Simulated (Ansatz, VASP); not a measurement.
# Cross-check of Ag2Pd (Ag-Pd-Ag stack, (111) layers) between VASP and Ansatz

Aim: how closely do two programs agree when they are given the same cell, functional and k mesh? The cell is taken from a series of runs on this material, whose earlier steps may have relaxed, scaled, displaced or heated it; both programs get it as it stands.

Calculated with Ansatz 0.2.0; plane waves, with VASP 6.6.1 beside it; PBEsol.

## (1) The structure

The cell holds 3 atoms: 2 Ag and 1 Pd. Cell: a = 2.769 Å, b = 2.769 Å, c = 32.784 Å, α = 90.0°, β = 90.0°, γ = 120.0°. It derives from Ag2Pd. Vacuum lies along c.

As a file:

```cif
data_structure
_symmetry_space_group_name_H-M 'P 1'
_symmetry_Int_Tables_number 1
_cell_length_a 2.7691
_cell_length_b 2.7691
_cell_length_c 32.7836
_cell_angle_alpha 90.000
_cell_angle_beta 90.000
_cell_angle_gamma 120.000
_cell_volume 217.70
loop_
_atom_site_label
_atom_site_type_symbol
_atom_site_fract_x
_atom_site_fract_y
_atom_site_fract_z
_atom_site_occupancy
Ag1 Ag 0.00000 0.00000 0.16603 1
Ag2 Ag 0.66667 0.33333 0.30652 1
Pd3 Pd 0.33333 0.66667 0.23627 1
```

## (2) Ansatz: zone-centre phonons, PBEsol

Ansatz runs on its default PAW (the set named soft_2) files.

Second derivatives magnify differences that forces hide, and they need a tight electronic threshold.

Contents of input.yaml:

```yaml
crystal:
  lattice:
    - [2.7690707875, -2.9061e-06, 0.0]
    - [-1.384532877, 2.3980870999, 0.0]
    - [0.0, 0.0, 32.7835731424]
  atoms:
    - { symbol: Ag, position: [0.0, 0.0, 0.1660305276] }
    - { symbol: Pd, position: [0.3333333333, 0.6666666667, 0.2362736657] }
    - { symbol: Ag, position: [0.6666666667, 0.3333333333, 0.3065168037] }
  periodic: [true, true, false]
kpoints:
  mp_grid: { grid: [9, 9, 1] }
hamiltonian:
  xc: pbesol
scf:
  occupations: { method: methfessel_paxton, width: 0.2 }
output:
  eigenvalues: true
phonons:
  method: dfpt
  qmesh: [3, 3, 1]
  temperatures: { t_max: 1000, t_step: 50 }
  qpath:
    path:
      - [0.0, 0.0, 0.0]
      - [0.5, 0.0, 0.0]
      - [0.33333333, 0.33333333, 0.0]
      - [0.0, 0.0, 0.0]
    npoints: 10
  electrical_resistivity:
    mesh: [18, 18, 1]
    temperatures: [20.0, 50.0, 77.0, 100.0, 150.0, 200.0, 300.0, 400.0, 600.0, 800.0]
```

Run with:

```bash
$ ansatz run input.yaml --threads 4 --pin off --max-ram 16384MiB --backend cpu --events-out ev --progress --plain --runs-dir out
```

Numbers of over 12 decimals in the logs are rounded to 6 here.

The log of the run:

```text
Warning: crystal.symmetry: narrowed to the stabiliser of the run's FFT grids — unitary ops 12 → 6. A phonons.method: dfpt run fills in the rows of the dynamical matrix that it does not solve by its symmetry operations, which is exact only for operations that map its FFT grids onto themselves: filled in by any other, the frequencies could depend on the order in which like atoms are typed, or, by more than the grids' own error, on where the crystal sits among the grids' points. Excluded: 6 operations. The run can therefore solve more perturbations, solve them on more k-points, or both, and cost more. [rest of the remark cut]
Engine: ansatz 0.2.0, aarch64-unknown-linux-gnu
Pseudopotentials: kind: paw
Pseudopotential: Ag, paw, valence charge 19, recommended cutoff 420 eV (normal), Ag.paw.azcp
Pseudopotential: Pd, paw, valence charge 18, recommended cutoff 420 eV (normal), Pd.paw.azcp
Functional definition: PBEsol
  exchange = pbesol_x
  correlation = pbesol_c
Crystal: 3 atoms, lattice volume = 217.698 Å³
Basis set: ecut = 420 eV, 4285 PW (Γ), exchange–correlation on 40×40×450 points (8 copies of the dense FFT grid, shifted against one another)
Bands: 34, of which v1, the nominal top of the filled ones, is band 28 counted from 1 (27 counted from 0)
Symmetry: 12 space group operations
k-points: 12 of 81 (irreducible under 6 space group operations, time reversal used)
Non-local potential: Ag, projectors of the file, l = 0: 3, l = 1: 2, l = 2: 2, l = 3: 1
Non-local potential: Pd, projectors of the file, l = 0: 2, l = 1: 2, l = 2: 2, l = 3: 1
PAW form: soft (Blöchl's): semilocal exchange-correlation on the pseudo side does not see the compensation charge
PAW frozen core: Ag, regenerated for the run's functional, and the local potential with it (the file was generated under x = pbe(κ = 0.804, μ = 0.219515), c = pbe(β = 0.066725))
PAW frozen core: Pd, regenerated for the run's functional, and the local potential with it (the file was generated under x = pbe(κ = 0.804, μ = 0.219515), c = pbe(β = 0.066725))
PAW one-centre angular grid: Ag, 590 points (default); XC on 64 Gauss nodes
PAW one-centre angular grid: Pd, 590 points (default); XC on 64 Gauss nodes
Initial density: superposition of atomic densities (neutral atoms: chi_scale 0, normalization atom), corrected by the library's trained network
Initial wavefunctions: pseudopotential atomic-orbital guess
Functional: x = pbesol(κ = 0.804, μ = 0.123457), c = pbesol(β = 0.046)
SCF iter   1: F=—  HF=-21950.429321 eV  |F-HF|=—  |Δ(HF+E_count)|=         —  Δρ=4.52e-3  dr2=6.15e-2  ethr=1.77e-3  ⟨swp⟩=14.4  Hψ=2980  notcnv=0
preconditioner: auto → LDOS  [insulator: Δε(μ)=0.300 eV  Ē_g=8.668 eV  σ=0.200 eV  W_gap=0.94  n_scr=22 (ndim 8)  ℏωp=14.2 eV  f_vac=0.743  D(μ)=0.64/eV (n_scr^D=6)  ε∞_Penn≈3.7  β→1.0]
[...]
k-point 1: bands = [... 24 lower, -7.9221, -7.0754, -6.7033, -5.8093, -5.4806, -5.2347, -3.2846, 0.0315 (0.0170°), ... 2 higher]
  k-point 2: bands = [... 24 lower, -7.9013, -7.0401, -6.0916, -5.9105, -5.5593, -4.0986, -1.5821, 0.9128 (0.9036°), ... 2 higher]
  k-point 11: bands = [... 24 lower, -6.6409, -6.6409, -5.6628, 0.5433, 0.5433, 0.6973, 0.8696, 1.9414, ... 2 higher]
  ° read free of the cell's end (the report's vacuum.weakly_bound_levels)
--- Phonons (Γ-DFPT): 6 representative perturbations + reference (Σ response iterations 32) ---
  ASR residual: 4.245e-5 → 0.000e0 eV/Å²; symmetrization residual: 1.068e-6 eV/Å²
  The last average, over the group as it would stand without the narrowing to the FFT grids, took up to 6.637e-7 eV/Å² of the zone centre's force constants
  ASR residual per site (eV/Å²): 1.63e-5 4.25e-5 1.72e-5
  Γ frequencies (cm⁻¹): 0.00 0.00 0.00 42.40 42.40 74.95 74.95 106.83 179.86
--- Phonons (arbitrary-q DFPT): 3 irreducible q on the 3×3×1 mesh ---
  q = [0.0000, 0.0000, 0.0000] (star 1, of the zone-centre solve; hermiticity 2.52e-7, symmetrization 4.38e-8, taken by the last average 7.83e-8): -0.00 0.00 0.00 42.40 42.40 74.95 74.95 106.83 179.86
  q = [0.0000, 0.3333, 0.0000] (star 6, 9 solved perturbations in 621 linear systems a pass and spin channel, the states on 81 of 81 k-point pairs; hermiticity 7.34e-8, symmetrization 1.59e-8, taken by the last average 5.26e-8): 65.92 88.39 91.23 98.93 124.68 143.55 170.98 181.88 188.70
  q = [0.3333, 0.3333, 0.0000] (star 2, 6 solved perturbations in 300 linear systems a pass and spin channel, the states on 81 of 81 k-point pairs; hermiticity 3.32e-8, symmetrization 9.24e-9, taken by the last average 5.09e-8): 89.45 89.45 129.34 164.41 164.41 168.33 183.33 186.51 186.51
  sum rule: each row above includes the acoustic sum rule's correction from the zone centre's row sums; it moved no ω² by more than (0.33 cm⁻¹)²
  mesh force constants: q→R imaginary residual 0.00e0; ASR residual 4.245e-5 → 0.000e0 eV/Å²; symmetrization residual 6.217e-15 eV/Å²
  interpolated dispersion: 31 rows × 9 modes
  density of states and harmonic sums: on the 27×27×1 q-mesh, interpolated from the force constants of a 3×3×1 supercell (no non-analytic term)
  largest difference from the sums on the solved wave vectors: F 8.17e-2 eV, S 1.10e-4 and C_V 2.84e-5 eV/K
  zero-point energy: 0.070881 eV/cell   skipped modes (ω ≤ 0): 3   left out of the sums: 4.57e-4 of the cell's modes: C_V's classical limit lies that fraction below 3 k_B per atom; for a crystal, a wire or a layer, F and S can be off by more, and a phonons.interpolated_qmesh denser along its periods is the remedy for the sampling
--- Electrical resistivity: potentials and phonons of a 3×3×1 supercell ---
  scattering by harmonic phonons alone, with no dipole-dipole term; scattering by other electrons, impurities, surfaces and spin disorder is left out, and so is spin–orbit coupling
  the resistivity is that of a variational response, whose dependence on the energy is improved iteratively
  tensors lie in the sheet's plane, the Hall coefficient along its normal; that, the resistivity and the plasma energy are of the whole cell, vacuum included; the cell is 32.784 Å high
  at the Fermi level of each mesh (of a tensor half of its trace):
           mesh   spin    states/(eV spin)  plasma energy (eV)         λ      λ_tr    ħω_log (meV)
        18×18×1                     0.6600              3.4639    0.1508    0.1369          12.942
          9×9×1                     0.6464              3.6451    0.1449    0.1260          12.493
  resistivity on the deck's mesh, µΩ·cm:
     T (K)       trace/2  mesh converged            xx            yy            zz    lowest order   relaxation time
     20.00     3.9135e-2              no     3.9135e-2     3.9135e-2      0.0000e0       6.6277e-2         6.8212e-2
     50.00     7.4537e-1              no     7.4537e-1     7.4537e-1      0.0000e0       9.6160e-1          1.0068e0
     77.00      1.8990e0              no      1.8990e0      1.8990e0      0.0000e0        2.2843e0          2.4099e0
    100.00      2.9814e0              no      2.9814e0      2.9814e0      0.0000e0        3.4894e0          3.6937e0
    150.00      5.2873e0              no      5.2873e0      5.2873e0      0.0000e0        6.0709e0          6.4165e0
    200.00      7.4875e0              no      7.4875e0      7.4875e0      0.0000e0        8.5688e0          9.0225e0
    300.00      1.1725e1              no      1.1725e1      1.1725e1      0.0000e0        1.3433e1          1.4063e1
    400.00      1.5867e1              no      1.5867e1      1.5867e1      0.0000e0        1.8227e1          1.9006e1
    600.00      2.3973e1              no      2.3973e1      2.3973e1      0.0000e0        2.7716e1          2.8711e1
    800.00      3.1815e1              no      3.1815e1      3.1815e1      0.0000e0        3.7065e1          3.8150e1
  sheet resistance at 20 K: 0.1194 Ω
  mean free path at 20 K (of a tensor half of its trace): 9402 nm by what each carries, 7697 by the Fermi surface alone
  Hall coefficient in a weak field at 20 K (along the normal): (none: it, or that of a finer mesh, parts from a neighbouring mesh's by over half of the finer one's) (as a tensor it moves by 79.7 % between the two finest meshes); by each state's relaxation time: 1.849e-10 m³/C; by a constant relaxation time: 1.351e-10 m³/C
  sheet resistance at 50 K: 2.274 Ω
  mean free path at 50 K (of a tensor half of its trace): 471 nm by what each carries, 404 by the Fermi surface alone
  sheet resistance at 77 K: 5.793 Ω
  mean free path at 77 K (of a tensor half of its trace): 183 nm by what each carries, 159 by the Fermi surface alone
  sheet resistance at 100 K: 9.094 Ω
  mean free path at 100 K (of a tensor half of its trace): 115 nm by what each carries, 101 by the Fermi surface alone
  sheet resistance at 150 K: 16.13 Ω
  mean free path at 150 K (of a tensor half of its trace): 64.4 nm by what each carries, 57.0 by the Fermi surface alone
  sheet resistance at 200 K: 22.84 Ω
  mean free path at 200 K (of a tensor half of its trace): 45.5 nm by what each carries, 40.2 by the Fermi surface alone
  sheet resistance at 300 K: 35.77 Ω
  mean free path at 300 K (of a tensor half of its trace): 29.2 nm by what each carries, 25.7 by the Fermi surface alone
  sheet resistance at 400 K: 48.40 Ω
  mean free path at 400 K (of a tensor half of its trace): 21.7 nm by what each carries, 19.0 by the Fermi surface alone
  Hall coefficient in a weak field at 400 K (along the normal): (none: it, or that of a finer mesh, parts from a neighbouring mesh's by over half of the finer one's) (as a tensor it moves by 73.2 % between the two finest meshes); by each state's relaxation time: -8.004e-11 m³/C; by a constant relaxation time: 9.540e-11 m³/C
  sheet resistance at 600 K: 73.12 Ω
  mean free path at 600 K (of a tensor half of its trace): 14.5 nm by what each carries, 12.6 by the Fermi surface alone
  Hall coefficient in a weak field at 600 K (along the normal): -2.009e-10 m³/C (as a tensor it moves by 38.0 % between the two finest meshes); by each state's relaxation time: -1.292e-10 m³/C; by a constant relaxation time: (none: it, or that of a finer mesh, parts from a neighbouring mesh's by over half of the finer one's)
  sheet resistance at 800 K: 97.04 Ω
  mean free path at 800 K (of a tensor half of its trace): 11.1 nm by what each carries, 9.47 by the Fermi surface alone
  Hall coefficient in a weak field at 800 K (along the normal): -2.506e-10 m³/C (as a tensor it moves by 19.4 % between the two finest meshes); by each state's relaxation time: -1.719e-10 m³/C; by a constant relaxation time: (none: it, or that of a finer mesh, parts from a neighbouring mesh's by over half of the finer one's)
  the resistivity times a path that all electrons share, by the Fermi surface of the deck's mesh alone (half of the trace): 3.012e-15 Ω·m²
  not converged in the mesh (λ; λ_tr; the resistivity at 20 K by 3.08 %; the resistivity at 50 K by 13.86 %; the resistivity at 77 K by 15.64 %; the resistivity at 100 K by 16.40 %; the resistivity at 150 K by 17.00 %; the resistivity at 200 K by 17.10 %; the resistivity at 300 K by 16.94 %; the resistivity at 400 K by 16.66 %; the resistivity at 600 K by 15.91 %; the resistivity at 800 K by 14.84 %): between neighbo [...]
  vibrations of 9 cells: unjudged by the run; compare a larger repeat
  the changes of the potential over all sites missed a rigid shift's by 0.29 % (the site terms' by 0.02 %)
```

[end of part 1 of 2]

[Lines on the potential files, build, host, timing and source positions are cut from VASP's logs without a mark.]

[Logs are printed without paths, hosts, clocks, repeated set-up lines and the standing remarks that a program may print on its own settings, such as how far it seeks lower states.]

[Hosts, paths, dates, database ids (printed as entryN), source tags and the programs' standing remarks are cut or masked in the printed files.]
